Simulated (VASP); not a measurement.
The input files of a VASP run:

KPOINTS:
```
Automatic mesh
0
Gamma
6 6 6
0 0 0
```

INCAR:
```
SYSTEM = SrTe
PREC = Accurate
ENCUT = 520
EDIFF = 1E-6
NELM = 60
ALGO = Normal
LREAL = .FALSE.
LASPH = .TRUE.
ISMEAR = 0
SIGMA = 0.05
GGA = PE
HFSCREEN = 0.2
AEXX = 0.25
LHFCALC = .TRUE.
PRECFOCK = Fast
ISYM = 3
LMAXMIX = 4
LWAVE = .FALSE.
LCHARG = .FALSE.
ISIF = 2
```

File POSCAR:
```
SrTe
1
    0.0000000000     3.2938193374     3.2938193374
    3.2938193374     0.0000000000     3.2938193374
    3.2938193374     3.2938193374     0.0000000000
Sr Te
1 1
Direct
  0.0000000000   0.0000000000   0.0000000000
  0.5000000000   0.5000000000   0.5000000000
```

POTCAR, in this order: Sr_sv Te (PBE.64 set). Program: vasp_std. Read from the step before: WAVECAR.

Task: Translate this HSE06 calculation to Ansatz.

Result: One equivalent input (not run):
Ansatz 0.2 input:
```yaml
crystal:
  lattice:
    - [0.0000000, 3.2938193, 3.2938193]
    - [3.2938193, 0.0000000, 3.2938193]
    - [3.2938193, 3.2938193, 0.0000000]
  atoms:
    - { symbol: Sr, position: [0.0000000, 0.0000000, 0.0000000] }
    - { symbol: Te, position: [0.5000000, 0.5000000, 0.5000000] }
kpoints:
  mp_grid: { grid: [6, 6, 6] }
hamiltonian:
  xc: hse06
  pseudopotentials: { kind: paw }
scf:
  occupations: { method: gaussian, width: 0.05 }
  max_iter: 60
output: { forces: true, stress: true, eigenvalues: true }
```
The two are equivalent in intent, not identical: each code has its own PAW files, so the cut-off isn't converted (ENCUT is set for VASP's; basis.ecutwfc is left out, and Ansatz then takes the one that its files recommend); Ansatz stops its SCF on the density residual and VASP on the energy change (EDIFF); Ansatz's hse06 screens at 0.11 per bohr (0.208 per Å), slightly more than HFSCREEN = 0.2.

The compound is SrTe in the rock salt structure. This cell is one point of a volume scan, at 0.94 of the reference volume.
